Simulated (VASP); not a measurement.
An input for Ansatz (written as the equivalent of a VASP run, and not itself run):

Ansatz 0.2 input:
```yaml
crystal:
  lattice:
    - [4.2488097, 0.0000000, 0.0000000]
    - [-2.1244049, 3.6795772, 0.0000000]
    - [0.0000000, 0.0000000, 7.5405059]
  atoms:
    - { symbol: Ba, position: [0.0000000, 0.0000000, 0.0000000] }
    - { symbol: Ba, position: [0.0000000, 0.0000000, 0.5000000] }
    - { symbol: S, position: [0.3333330, 0.6666670, 0.2500000] }
    - { symbol: S, position: [0.6666670, 0.3333330, 0.7500000] }
kpoints:
  mp_grid: { grid: [6, 6, 3] }
hamiltonian:
  xc: pbesol
  pseudopotentials: { kind: paw }
scf:
  occupations: { method: gaussian, width: 0.05 }
  max_iter: 100
relax:
  max_steps: 40
  f_tol: 0.02
  cell: { p_target: 10 }
output: { forces: true, stress: true, eigenvalues: true }
```

Q: Translate this input to VASP (INCAR, KPOINTS, POSCAR, choice of POTCAR).

A: One answer among several that fit: 
### INCAR
```
SYSTEM = BaS
PREC = Accurate
ENCUT = 500
EDIFF = 1E-6
NELM = 100
ALGO = Normal
LREAL = .FALSE.
LASPH = .TRUE.
ISMEAR = 0
SIGMA = 0.05
GGA = PS
LMAXMIX = 4
LWAVE = .FALSE.
LCHARG = .FALSE.
IBRION = 2
ISIF = 3
NSW = 40
EDIFFG = -0.02
PSTRESS = 100
```

**KPOINTS**
```
Automatic mesh
0
Gamma
6 6 3
0 0 0
```

**POSCAR**
```
BaS
1
    4.2488097099    -0.0000000000     0.0000000000
   -2.1244048550     3.6795772066     0.0000000000
    0.0000000000     0.0000000000     7.5405059471
Ba S
2 2
Direct
  0.0000000000   0.0000000000   0.0000000000
  0.0000000000   0.0000000000   0.5000000000
  0.3333330000   0.6666670000   0.2500000000
  0.6666670000   0.3333330000   0.7500000000
```

POTCAR, in this order: Ba_sv S (PBE.64 set). Program: vasp_std.

The two are equivalent in intent, not identical: each code has its own PAW files, so the cut-off isn't converted (ENCUT is set for VASP's; basis.ecutwfc is left out, and Ansatz then takes the one that its files recommend); Ansatz stops its SCF on the density residual and VASP on the energy change (EDIFF).

The structure was generated: BaS was put into the NiAs type type (P6_3/mmc), which need not be its known phase. This run relaxes it under an external pressure of 10 GPa. Symmetry was kept, so distortions that lower it aren't found.
